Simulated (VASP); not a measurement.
The cell holds one SnS2 (1T layered) monolayer, with vacuum along c. Ionisation potential and electron affinity count from the cell's own band edges, surface states included.

Input:

```
SnS2
1.0
    3.70601     0.00000     0.00000
   -1.85300     3.20949     0.00000
    0.00000     0.00000    19.10127
S Sn
2 1
Direct
  0.66667   0.33333   0.42215
  0.33333   0.66667   0.57785
  0.00000   0.00000   0.50000
```

These are optB88-vdW, VASP's PBE PAW potentials (set 64) (plane waves; VASP 6.6.1) values and carry that method's errors. Numerical set-up: 400 eV cut-off, 12×12×1 Γ-centred mesh, Gaussian smearing of 0.050 eV, potentials S Sn_d.

Task: Predict its energy to cut it from the bulk, per area, ionisation potential, electron affinity.

Result: 
- energy to cut it from the bulk, per area: 20.8 meV/Å²
- ionisation potential: 7.02 eV
- electron affinity: 5.55 eV

The cell is a sheet with vacuum, built from SnS2 (1T layered).
